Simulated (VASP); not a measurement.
Data:

```yaml
crystal:
  lattice:
    - [4.42974, 0.00000, 0.00000]
    - [0.00000, 4.42974, 0.00000]
    - [0.00000, 0.00000, 2.91583]
  atoms:
    - { symbol: Cr, position: [0.00000, 0.00000, 0.00000], spin: 2.1 }
    - { symbol: Cr, position: [0.50000, 0.50000, 0.50000], spin: 2.1 }
    - { symbol: O, position: [0.30329, 0.30329, 0.00000], spin: -0.1 }
    - { symbol: O, position: [0.80329, 0.19671, 0.50000], spin: -0.1 }
    - { symbol: O, position: [0.19671, 0.80329, 0.50000], spin: -0.1 }
    - { symbol: O, position: [0.69671, 0.69671, 0.00000], spin: -0.1 }
```

Level of theory: PBE GGA with D3 dispersion (zero damping), VASP's PBE PAW potentials (set 64) (plane waves; VASP). Run with 520 eV cut-off, 8×8×12 Γ-centred mesh, tetrahedra with Blöchl corrections, potentials Cr_pv O.

Problem. Tabulate the total density of states (states/eV per cell) against energy (eV; zero at the valence-band maximum or, without a gap, the Fermi level).

Solution. 
```
E (eV)  DOS (states/eV)
------  ---------------
-9.91              0.00
-9.38              0.00
-8.85              0.00
-8.21              0.00
-7.68              0.00
-7.15              0.67
-6.51              3.73
-5.98              5.91
-5.45              3.55
-4.92              4.50
-4.38              3.91
-3.75              5.71
-3.22              4.80
-2.69              4.34
-2.05              4.28
-1.52              1.46
-0.99              2.70
-0.46              3.87
0.08               0.85
0.71               3.02
1.25               2.66
1.78               3.98
2.41               4.37
2.94               1.80
3.48               1.81
```
Within 2 eV below the Fermi level the largest weight inside VASP's projection spheres is Cr d, then O p.

The compound is CrO2 in the rutile structure. It was relaxed first.
